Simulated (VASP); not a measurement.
Input:

```
PtS2
1.0
    1.79106    -3.10221     0.00000
    1.79106     3.10221     0.00000
    0.00000     0.00000     5.09998
Pt S
1 2
Direct
  0.00000   0.00000   0.00000
  0.33333   0.66667   0.23000
  0.66667   0.33333   0.77000
```

These are PBE GGA, VASP's PBE PAW potentials (set 64) (plane waves; VASP) values and carry that method's errors. Numerical set-up: 300 eV cut-off, 6×6×4 Γ-centred mesh, Fermi-Dirac smearing of 0.020 eV, potentials Pt S.

At this cut-off the stress carries a Pulay error, which pulls relaxed volumes low.

Task: Give the force on each atom (eV/Å).

Result: 
```json
[
 {"atom": "Pt1", "Fx": "0.000", "Fy": "0.000", "Fz": "0.000"},
 {"atom": "S2", "Fx": "0.000", "Fy": "0.000", "Fz": "0.510"},
 {"atom": "S3", "Fx": "0.000", "Fy": "0.000", "Fz": "-0.510"}
]
```

Task: Give the stress tensor in GPa (positive for a compressed cell).

Result: 
```
3.75  0.00  0.00
0.00  3.75  0.00
0.00  0.00  4.65
```
The pressure is its mean diagonal, 4.05 GPa.

The structure is a typed PtS2 crystal (P-3m1). The cell was not relaxed at this level.
